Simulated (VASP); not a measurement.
An input for Ansatz (written as the equivalent of a VASP run, and not itself run):

Ansatz 0.2 input:
```yaml
crystal:
  lattice:
    - [2.9898875, 0.0000000, 0.0000000]
    - [0.0000000, 2.9898875, 0.0000000]
    - [0.0000000, 0.0000000, 8.4478116]
  atoms:
    - { symbol: Mg, position: [0.5000000, 0.5000000, 0.7504699] }
    - { symbol: Mg, position: [0.5000000, 0.5000000, 0.2495301] }
    - { symbol: Mg, position: [0.0000000, 0.0000000, 0.5000000] }
    - { symbol: Zn, position: [0.0000000, 0.0000000, 0.0000000] }
    - { symbol: O, position: [0.0000000, 0.0000000, 0.2527318] }
    - { symbol: O, position: [1.0000000, 1.0000000, 0.7472682] }
    - { symbol: O, position: [0.5000000, 0.5000000, 0.0000000] }
    - { symbol: O, position: [0.5000000, 0.5000000, 0.5000000] }
kpoints:
  mp_grid: { grid: [7, 7, 3] }
hamiltonian:
  xc: pbesol
  pseudopotentials: { kind: paw }
scf:
  occupations: { method: gaussian, width: 0.05 }
  max_iter: 100
relax:
  max_steps: 60
  f_tol: 0.02
  cell: {}
output: { forces: true, stress: true, eigenvalues: true }
```

Task: Write the VASP files for the same calculation (PBEsol).

Result: One answer among several that fit: 
INCAR:
```
! general
SYSTEM   =  Mg3ZnO4
PREC     =  Accurate
ENCUT    =  520
LREAL    =  .FALSE.   ! projection in real space or not
LASPH    =  .TRUE.

! electronic loop
EDIFF    =  1E-6   ! SCF stop (eV)
NELM     =  100   ! most electronic steps
ALGO     =  Normal   ! blocked Davidson
LMAXMIX  =  4   ! l cut-off of mixed one-centre charges

! smearing
ISMEAR   =  0
SIGMA    =  0.05   ! width (eV)

! functional
GGA      =  PS   ! PBEsol

! ions
IBRION   =  2
NSW      =  60   ! most ionic steps
ISIF     =  3
EDIFFG   =  -0.02

! output
LWAVE    =  .FALSE.
LCHARG   =  .FALSE.
```

### POSCAR
```
Mg3ZnO4
1.0
  2.9898875078   0.0000000000   0.0000000000
  0.0000000000   2.9898875078   0.0000000000
  0.0000000000   0.0000000000   8.4478116497
Mg Zn O
3 1 4
direct
  0.5000000000   0.5000000000   0.7504698634
  0.5000000000   0.5000000000   0.2495301366
  0.0000000000   0.0000000000   0.5000000000
  0.0000000000   0.0000000000   0.0000000000
  0.0000000000   0.0000000000   0.2527318381
  1.0000000000   1.0000000000   0.7472681619
  0.5000000000   0.5000000000   0.0000000000
  0.5000000000   0.5000000000   0.5000000000
```

**KPOINTS**
```
Automatic mesh
0
Gamma
7 7 3
0 0 0
```

POTCAR, in this order: Mg Zn O (PBE.64 set). Program: vasp_std.

The two are equivalent in intent, not identical: each code has its own PAW files, so the cut-off isn't converted (ENCUT is set for VASP's; basis.ecutwfc is left out, and Ansatz then takes the one that its files recommend); Ansatz stops its SCF on the density residual and VASP on the energy change (EDIFF).

The structure comes from a computed database's Mg3ZnO4 entry (P4/mmm); how it stands against other phases isn't given here. This run relaxes it. Symmetry was kept, so distortions that lower it aren't found. The start is the result of an earlier pass.
